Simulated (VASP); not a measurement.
Data:

```yaml
crystal:
  lattice:
    - [1.84230, -3.19095, 0.00000]
    - [1.84230, 3.19095, 0.00000]
    - [0.00000, 0.00000, 7.03550]
  atoms:
    - { symbol: Zr, position: [0.00000, 0.00000, 0.00000] }
    - { symbol: S, position: [0.33333, 0.66667, 0.20613] }
    - { symbol: S, position: [0.66667, 0.33333, 0.79387] }
```

These are TPSS meta-GGA, VASP's PBE PAW potentials (set 64) (plane waves; VASP) values and carry that method's errors. Settings: 520 eV cut-off, 8×8×4 Γ-centred mesh, tetrahedra with Blöchl corrections, potentials Zr_sv S.

The cores are frozen, which limits the accuracy of field gradients. Without a dispersion term in the relaxation, distances and binding between the weakly bound layers, chains or molecules are unreliable, and so is what depends on them.

Question: Give the principal components of the electric field gradient (V/Å²) and the asymmetry η at each nucleus.

Answer: 
```csv
atom,Vxx,Vyy,Vzz,η
Zr1,4.6,4.6,-9.2,0.00
S2,1.7,1.7,-3.4,0.00
S3,1.7,1.7,-3.4,0.00
```

The compound is ZrS2 in the 1T layered structure. It was relaxed first, which changed the volume by +23 %.
